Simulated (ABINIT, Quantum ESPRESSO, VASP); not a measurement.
HfO2 (Fm-3m, 3 atoms in the cell) computed with different codes at matched settings

Self-consistent single point.

```xyz
3
Lattice="0.0000 2.5418 2.5418 2.5418 0.0000 2.5418 2.5418 2.5418 0.0000" Properties=species:S:1:pos:R:3 pbc="T T T"
Hf     0.0000     0.0000     0.0000
O      1.2709     1.2709     1.2709
O      3.8127     3.8127     3.8127
```

All programs got the same cell, k-point mesh and kind of occupations (in ABINIT's words: tsmear = 0.00073499 Ha; ngkpt = 9 9 9; nshiftk = 1; shiftk = 0 0 0); potentials, basis and cutoffs are each program's usual ones.

| code | model | pressure (GPa) | gap on the mesh (eV) | cutoff |
|---|---|---|---|---|
| ABINIT | PBE, norm-conserving pseudopotentials (PseudoDojo nc-sr-05 PBE standard) | -0.44 | 3.927 | 84 Ry |
| Quantum ESPRESSO | PBE, PSlibrary PAW (PBE) pseudopotentials | -6.71 | 4.023 | 55 Ry |
| VASP | PBE, VASP's PBE PAW potentials (set 64) | -7.73 | 3.898 | 400 eV |

Gaps are read on the mesh. Another mesh or the band path gives a smaller gap, so these values are not converged in the mesh.

The spread over the programs that give each value: pressure within 7.29 GPa; gap on the mesh within 0.125 eV.

The starting cell has typed, rounded lattice constants, without a prior relaxation at this level. Its lattice was rescaled by a random factor within 2.5 % of one. On ABINIT's run: Spin-orbit coupling is off. Another mesh or the band path of this cell gives a smaller gap, so this value is not converged in the mesh.

Problem. Why do the programs differ, and what cannot be compared?

Solution. Differences of this kind can come from the potentials, where these differ, and from what each basis and cutoff leave unconverged. The valence holds different numbers of electrons (ABINIT 24, Quantum ESPRESSO 24, VASP 22). The zero of total energies and Fermi levels follows the potentials and each program's conventions, so they are not compared here.

VASP's run is marked for a possible Pulay error in its stress at this cutoff; no cutoff test was made.

Left out of this page: Ansatz, GPAW, CP2K, Elk, FLEUR and SIESTA (not drawn, or without a comparable value).
